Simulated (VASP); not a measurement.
Consider the following.

```
CELL_PARAMETERS angstrom
      2.08428    -3.61008     0.00000
      2.08428     3.61008     0.00000
      0.00000     0.00000    13.56468
ATOMIC_POSITIONS crystal
  Cd 0.66667 0.33333 0.24182
  Cd 0.33333 0.66667 0.99716
  Cd 0.66667 0.33333 0.75280
  Cd 0.33333 0.66667 0.50855
  Se 0.66667 0.33333 0.43622
  S  0.33333 0.66667 0.18373
  S  0.66667 0.33333 0.93918
  S  0.33333 0.66667 0.69454
```

Calculation: PBEsol GGA, VASP's PBE PAW potentials (set 64) (plane waves; VASP). Numerical set-up: 400 eV cut-off, 7×7×2 Γ-centred mesh, tetrahedra with Blöchl corrections, potentials Cd Se S.

The cores are frozen, which limits the accuracy of field gradients.

**Question.** Give the principal components of the electric field gradient (V/Å²) and the asymmetry η at each nucleus.

**Answer.** 
| atom | Vxx | Vyy | Vzz | η |
|---|---|---|---|---|
| Cd1 | -7.8 | -7.8 | 15.7 | 0.00 |
| Cd2 | -0.9 | -0.9 | 1.9 | 0.00 |
| Cd3 | -0.4 | -0.4 | 0.8 | 0.01 |
| Cd4 | 2.4 | 2.4 | -4.8 | 0.00 |
| Se5 | -19.4 | -19.4 | 38.9 | 0.00 |
| S6 | 3.1 | 3.1 | -6.2 | 0.00 |
| S7 | 3.0 | 3.0 | -5.9 | 0.00 |
| S8 | 2.3 | 2.3 | -4.6 | 0.00 |

The structure was generated: Cd4S3Se was put into an ordered model structure (P3m1), which need not be its known phase. It was relaxed first.
